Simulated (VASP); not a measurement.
Here is a VASP 6.6.1 calculation.

File INCAR:

```
SYSTEM = GdN
  PREC = Accurate
  ENCUT = 520
  EDIFF = 1E-6
  ISMEAR = -1
  SIGMA = 0.05
  LREAL = .False.
  LASPH = .True.
  NELM = 300
  ALGO = All
  ISIF = 2
  LWAVE = .False.
  LCHARG = .False.
  ISPIN = 2
  MAGMOM = 7 -7 0 0
  LORBIT = 11
  LMAXMIX = 6
  LDAU = .True.
  LDAUTYPE = 2
  LDAUL = 3 -1
  LDAUU = 6 0
  LDAUJ = 0 0
  LDAUPRINT = 1
  GGA = PE
```

Contents of KPOINTS:

```
Automatic mesh
0
Gamma
  8 8 6
  0 0 0
```

The input POSCAR:

```
GdN
1.0
    2.5850000000     -2.5850000000      0.0000000000
    2.5850000000      2.5850000000      0.0000000000
    0.0000000000      0.0000000000      5.1700000000
Gd N
2 2
Direct
    0.0000000000      0.0000000000      0.0000000000
    0.5000000000      0.5000000000      0.5000000000
    0.5000000000      0.5000000000      0.0000000000
    0.0000000000      0.0000000000      0.5000000000
```

Potentials or basis: VASP PAW PBE potentials, release 64 (Gd, N).

Run with:

```sh
$ cat potpaw_PBE.64/Gd/POTCAR potpaw_PBE.64/N/POTCAR > POTCAR
$ mpirun -np 1 vasp_std > vasp.out
```

Estimate the net moment.

0.00 μB per cell.

Estimate the pressure.

-11.7 GPa.

Eigenvalues of the final occupation matrices:
| site | spin | trace | eigenvalues |
| --- | --- | --- | --- |
| site 1 f | 1 | 6.94 | 0.99 0.99 0.99 0.99 0.99 0.99 0.99 |
| site 1 f | 2 | 0.03 | 0.00 0.00 0.00 0.00 0.01 0.01 0.01 |
| site 2 f | 1 | 0.03 | 0.00 0.00 0.00 0.00 0.01 0.01 0.01 |
| site 2 f | 2 | 6.94 | 0.99 0.99 0.99 0.99 0.99 0.99 0.99 |

Caveat: spin-orbit coupling is left out, which moves the levels of the heavy elements. The state reached can hang on the start; a lower one may exist.
